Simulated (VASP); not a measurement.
Level of theory: PBE GGA with D3 dispersion (zero damping), VASP's PBE PAW potentials (set 64) (plane waves; VASP 6.6.1).

Input for VASP

**INCAR**
```
SYSTEM  =  BN
IVDW  =  11   # D3, zero damping
PREC  =  Accurate
ISMEAR  =  0
LASPH  =  .TRUE.
EDIFF  =  1E-7   # SCF stop (eV)
ALGO  =  Normal   # blocked Davidson
SIGMA  =  0.05
ENCUT  =  520   # plane-wave cut-off (eV)
LREAL  =  .FALSE.   # projection in real space or not
NELM  =  100   # most electronic steps
GGA  =  PE   # PBE
ICHARG  =  11
LWAVE  =  .FALSE.
LCHARG  =  .FALSE.
LORBIT  =  11
```

POSCAR:
```
BN
1
   -0.0000000000     1.8079493822     1.8079493822
    1.8079493822     0.0000000000     1.8079493822
    1.8079493822     1.8079493822     0.0000000000
B N
1 1
Direct
  0.0000000000   0.0000000000   0.0000000000
  0.2500000000   0.2500000000   0.2500000000
```

### KPOINTS
```
k-points along high-symmetry lines
15
Line-mode
Reciprocal
  0.000000   0.000000   0.000000 ! GAMMA
 -0.500000  -0.500000   0.000000 ! X

 -0.500000  -0.500000   0.000000 ! X
 -0.375000  -0.375000   0.250000 ! U

 -0.375000  -0.000000   0.375000 ! K
  0.000000   0.000000   0.000000 ! GAMMA

  0.000000   0.000000   0.000000 ! GAMMA
 -0.000000  -0.000000   0.500000 ! L

 -0.000000  -0.000000   0.500000 ! L
 -0.500000  -0.250000   0.250000 ! W

 -0.500000  -0.250000   0.250000 ! W
 -0.500000  -0.500000   0.000000 ! X
```

POTCAR, in this order: B N (PBE.64 set). Program: vasp_std. Read from the step before: CHGCAR.

Output of the run:

OUTCAR:
```
 ion  position               nearest neighbor table
   1  0.000  0.000  0.000-   2 1.57   2 1.57   2 1.57   2 1.57
   2  0.250  0.250  0.250-   1 1.57   1 1.57   1 1.57   1 1.57
  LATTYP: Found a face centered cubic cell.
 ALAT       =     3.6158987644
 Subroutine PRICEL returns:
 Original cell was already a primitive cell.
 Subroutine GETGRP returns: Found 24 space group operations
The static configuration has the point symmetry T_d .
The dynamic configuration has the point symmetry T_d .
 Subroutine INISYM returns: Found 24 space group operations
   k-points           NKPTS =     90   k-points in BZ     NKDIM =     90   number of bands    NBANDS=      8
   number of dos      NEDOS =    301   number of ions     NIONS =      2
   total plane-waves  NPLWV =   8000
   dimension x,y,z NGX =    20 NGY =   20 NGZ =   20
   dimension x,y,z NGXF=    40 NGYF=   40 NGZF=   40
   ions per type =               1   1
   PREC   = accura    normal or accurate (medium, high low for compatibility)
   ISTART =      0    job   : 0-new  1-cont  2-samecut
   ICHARG =     11    charge: 1-file 2-atom 10-const
   ISPIN  =      1    spin polarized calculation?
   LNONCOLLINEAR =      F non collinear calculations
   LSORBIT =      F    spin-orbit coupling
   INIWAV =      1    electr: 0-lowe 1-rand  2-diag
   ENCUT  =  520.0 eV  38.22 Ry    6.18 a.u.   4.75  4.75  4.75*2*pi/ulx,y,z
...
```

**OSZICAR**
```
       N       E                     dE             d eps       ncg     rms          rms(c)
DAV:   1     0.121908127881E+02    0.12191E+02   -0.52711E+03  1456   0.985E+02
DAV:   2    -0.152545707719E+02   -0.27445E+02   -0.25606E+02  1952   0.165E+02
DAV:   3    -0.154569690433E+02   -0.20240E+00   -0.20240E+00  1712   0.179E+01
DAV:   4    -0.154571424994E+02   -0.17346E-03   -0.17346E-03  1992   0.447E-01
DAV:   5    -0.154571425737E+02   -0.74348E-07   -0.74348E-07  1592   0.734E-03
DAV:   6    -0.154571425739E+02   -0.12722E-09   -0.12717E-09  1920   0.233E-04
   1 F= -.15732553E+02 E0= -.15732553E+02  d E =-.826221E-14
```

### OUTCAR
```
 val. band max:        7.3937586731   @ k =   0.0000   0.0000   0.0000

 cond. band min:      11.8523244121   @ k =  -0.5000  -0.5000   0.0000



 k-point     1 :       0.0000    0.0000    0.0000
  band No.  band energies     occupation
      1     -12.8285      2.00000
      2       7.3938      2.00000
      3       7.3938      2.00000
      4       7.3938      2.00000
      5      16.2101      0.00000
      6      16.2101      0.00000
      7      16.2101      0.00000
      8      17.7310      0.00000

 k-point     2 :      -0.0357   -0.0357    0.0000
  band No.  band energies     occupation
      1     -12.7870      2.00000
      2       7.2793      2.00000
      3       7.2849      2.00000
      4       7.2849      2.00000
      5      16.1351      0.00000
      6      16.3537      0.00000
      7      16.3537      0.00000
      8      17.8662      0.00000

 k-point     3 :      -0.0714   -0.0714    0.0000
  band No.  band energies     occupation
      1     -12.6629      2.00000
      2       6.9510      2.00000
      3       6.9814      2.00000
      4       6.9814      2.00000
      5      15.9462      0.00000
      6      16.7609      0.00000
      7      16.7609      0.00000
      8      18.2131      0.00000

 k-point     4 :      -0.1071   -0.1071    0.0000
  band No.  band energies     occupation
      1     -12.4571      2.00000
      2       6.4461      2.00000
      3       6.5383      2.00000
      4       6.5383      2.00000
      5      15.6881      0.00000
      6      17.3752      0.00000
      7      17.3752      0.00000
      8      18.6614      0.00000

 k-point     5 :      -0.1429   -0.1429    0.0000
  band No.  band energies     occupation
      1     -12.1711      2.00000
      2       5.8075      2.00000
      3       6.0148      2.00000
      4       6.0148      2.00000
      5      15.3786      0.00000
      6      18.1353      0.00000
      7      18.1353      0.00000
      8      19.0910      0.00000
...
```

The density is held fixed in this step, so its total energy and stress have no physical meaning.

The compound is BN in the zinc blende structure. It was relaxed first.
